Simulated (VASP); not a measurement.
Computed with LDA (Ceperley-Alder, Perdew-Zunger), VASP's LDA PAW potentials (set 64) (plane waves; VASP).

VASP ran on this input.

**INCAR**
```
SYSTEM = CeO2
PREC = Accurate
ENCUT = 520
EDIFF = 1E-7
NELM = 100
ALGO = Normal
LREAL = .FALSE.
LASPH = .TRUE.
ISMEAR = -5
LMAXMIX = 6
LWAVE = .FALSE.
LCHARG = .TRUE.
LORBIT = 11
NEDOS = 601
ISIF = 2
LEFG = .TRUE.
```

### POSCAR
```
CeO2
3.791370
  0.0000000000   0.7071067938   0.7071067938
  0.7071067938   0.0000000000   0.7071067938
  0.7071067938   0.7071067938   0.0000000000
Ce O
1 2
Direct
  0.0000000000   0.0000000000   0.0000000000
  0.2500000000   0.2500000000   0.2500000000
  0.7500000000   0.7500000000   0.7500000000
```

File KPOINTS:
```
Automatic mesh
0
Gamma
8 8 8
0 0 0
```

POTCAR, in this order: Ce O (LDA.64 set). Program: vasp_std.

The run wrote:

OSZICAR:
```
       N       E                     dE             d eps       ncg     rms          rms(c)
DAV:   1     0.221459607229E+03    0.22146E+03   -0.12051E+04   928   0.192E+03
DAV:   2    -0.809886085454E+01   -0.22956E+03   -0.21697E+03  1440   0.308E+02
DAV:   3    -0.331746154924E+02   -0.25076E+02   -0.25046E+02  1032   0.143E+02
DAV:   4    -0.341546365239E+02   -0.98002E+00   -0.97970E+00  1520   0.268E+01
DAV:   5    -0.342255250211E+02   -0.70888E-01   -0.70885E-01  1600   0.582E+00    0.125E+03
DAV:   6    -0.320023246868E+02    0.22232E+01   -0.88545E+01  1328   0.576E+01    0.953E+01
DAV:   7    -0.488480493180E+02   -0.16846E+02   -0.58943E+02  1432   0.291E+02    0.764E+02
DAV:   8    -0.471551646809E+02    0.16929E+01   -0.26206E+01  1352   0.650E+01    0.504E+02
DAV:   9    -0.378602618727E+02    0.92949E+01   -0.10274E+01  1368   0.287E+01    0.563E+02
DAV:  10    -0.378990250457E+02   -0.38763E-01   -0.58538E-01  1408   0.697E+00    0.550E+02
DAV:  11    -0.374365600009E+02    0.46247E+00   -0.58696E-02  1624   0.211E+00    0.553E+02
DAV:  12    -0.347522419479E+02    0.26843E+01   -0.73431E-01  1328   0.971E+00    0.545E+02
DAV:  13    -0.315293752590E+02    0.32229E+01   -0.21785E+00  1360   0.155E+01    0.484E+02
DAV:  14    -0.319172225760E+02   -0.38785E+00   -0.35009E-01  1616   0.461E+00    0.512E+02
DAV:  15    -0.317558961131E+02    0.16133E+00   -0.19656E-02  1320   0.143E+00    0.504E+02
DAV:  16    -0.314335770866E+02    0.32232E+00   -0.42798E-02  1480   0.213E+00    0.486E+02
DAV:  17    -0.300298229219E+02    0.14038E+01   -0.11694E+00  1400   0.106E+01    0.372E+02
DAV:  18    -0.295138575302E+02    0.51597E+00   -0.49287E-01  1584   0.651E+00    0.299E+02
DAV:  19    -0.291624280618E+02    0.35143E+00   -0.41713E-01  1456   0.576E+00    0.219E+02
DAV:  20    -0.289362398411E+02    0.22619E+00   -0.52134E-01  1496   0.620E+00    0.123E+02
DAV:  21    -0.288776820961E+02    0.58558E-01   -0.15699E-01  1464   0.321E+00    0.702E+01
DAV:  22    -0.288595794449E+02    0.18103E-01   -0.57476E-02  1424   0.186E+00    0.345E+01
DAV:  23    -0.288548692391E+02    0.47102E-02   -0.17175E-02  1304   0.937E-01    0.150E+01
DAV:  24    -0.288540023768E+02    0.86686E-03   -0.51216E-03  1360   0.526E-01    0.369E+00
DAV:  25    -0.288541870972E+02   -0.18472E-03   -0.11553E-03  1368   0.325E-01    0.752E+00
DAV:  26    -0.288539754354E+02    0.21166E-03   -0.11397E-03  1424   0.269E-01    0.288E+00
DAV:  27    -0.288540023300E+02   -0.26895E-04   -0.72446E-05  1560   0.728E-02    0.313E+00
DAV:  28    -0.288539718099E+02    0.30520E-04   -0.65937E-04  1384   0.209E-01    0.110E+00
DAV:  29    -0.288539657408E+02    0.60691E-05   -0.13060E-04  1400   0.980E-02    0.318E-01
DAV:  30    -0.288539653084E+02    0.43239E-06   -0.30938E-05  1400   0.475E-02    0.453E-01
DAV:  31    -0.288539646720E+02    0.63643E-06   -0.31439E-06  1280   0.162E-02    0.186E-01
DAV:  32    -0.288539647036E+02   -0.31656E-07   -0.65301E-08   632   0.279E-03
   1 F= -.28853965E+02 E0= -.28853965E+02  d E =0.000000E+00
```

File OUTCAR:
```
------------------------ aborting loop because EDIFF is reached ----------------------------------------
  FORCE on cell =-STRESS in cart. coord.  units (eV):
  Direction    XX          YY          ZZ          XY          YZ          ZX
  --------------------------------------------------------------------------------------
  Total        0.0194584      0.0194584      0.0194584     -0.0000000      0.0000000     -0.0000000
  in kB        0.8089909      0.8089909      0.8089909     -0.0000000      0.0000000     -0.0000000
  external PRESSURE =       0.8089909 kB  Pullay stress =       0.0000000 kB
  volume of cell :       38.54
      direct lattice vectors                 reciprocal lattice vectors
     0.000000000  2.680903485  2.680903485    -0.186504290  0.186504290  0.186504290
     2.680903485  0.000000000  2.680903485     0.186504290 -0.186504290  0.186504290
     2.680903485  2.680903485  0.000000000     0.186504290  0.186504290 -0.186504290
 POSITION                                       TOTAL-FORCE (eV/Angst)
 -----------------------------------------------------------------------------------
      0.00000      0.00000      0.00000         0.000000      0.000000      0.000000
      1.34045      1.34045      1.34045        -0.000000     -0.000000      0.000000
      4.02136      4.02136      4.02136         0.000000      0.000000     -0.000000
 -----------------------------------------------------------------------------------
    total drift:                                0.000000      0.000000      0.000000
  FREE ENERGIE OF THE ION-ELECTRON SYSTEM (eV)
  ---------------------------------------------------
  free  energy   TOTEN  =       -28.8539647036 eV

  energy  without entropy=      -28.8539647036  energy(sigma->0) =      -28.85396470

 total charge

# of ion       s       p       d       f       tot
--------------------------------------------------
    1        2.027   5.807   0.940   1.005   9.779
    2        1.568   3.432   0.000   0.000   4.999
    3        1.568   3.432   0.000   0.000   4.999
--------------------------------------------------
tot          5.163  12.670   0.940   1.005  19.778
```
(Selected blocks of OUTCAR.)

OUTCAR:
```
 val. band max:        5.2685072537   @ k =  -0.2500   0.2500   0.0000

 cond. band min:       7.2144513117   @ k =   0.5000   0.0000   0.0000


 Fermi energy:         5.2744233743

 k-point     1 :       0.0000    0.0000    0.0000
  band No.  band energies     occupation
      1     -26.8667      2.00000
      2     -10.8224      2.00000
      3      -9.8321      2.00000
      4      -9.0478      2.00000
      5      -9.0478      2.00000
      6      -9.0478      2.00000
      7       1.1711      2.00000
      8       1.1711      2.00000
      9       1.1711      2.00000
     10       4.5696      2.00000
     11       4.5696      2.00000
     12       4.5696      2.00000
     13       7.5522      0.00000
     14       7.5522      0.00000
     15       7.5522      0.00000
     16       7.8575      0.00000

 k-point     2 :       0.1250    0.0000    0.0000
  band No.  band energies     occupation
      1     -26.8310      2.00000
      2     -11.4075      2.00000
      3      -9.9710      2.00000
      4      -9.0916      2.00000
      5      -9.0916      2.00000
      6      -8.4472      2.00000
      7       1.3242      2.00000
      8       1.3242      2.00000
      9       1.5993      2.00000
     10       4.4268      2.00000
     11       4.5126      2.00000
     12       4.5126      2.00000
     13       7.5355      0.00000
     14       7.5355      0.00000
     15       7.5537      0.00000
     16       7.8774      0.00000

 k-point     3 :       0.2500    0.0000    0.0000
  band No.  band energies     occupation
      1     -26.7438      2.00000
      2     -12.2888      2.00000
      3     -10.3075      2.00000
      4      -9.1938      2.00000
      5      -9.1938      2.00000
      6      -7.4756      2.00000
      7       1.6743      2.00000
      8       1.6743      2.00000
      9       2.5931      2.00000
     10       4.1841      2.00000
     11       4.4148      2.00000
     12       4.4148      2.00000
     13       7.4841      0.00000
...
```

The compound is CeO2 in the fluorite structure. It was relaxed first. The run is not spin-polarised, so no magnetic state was tried.
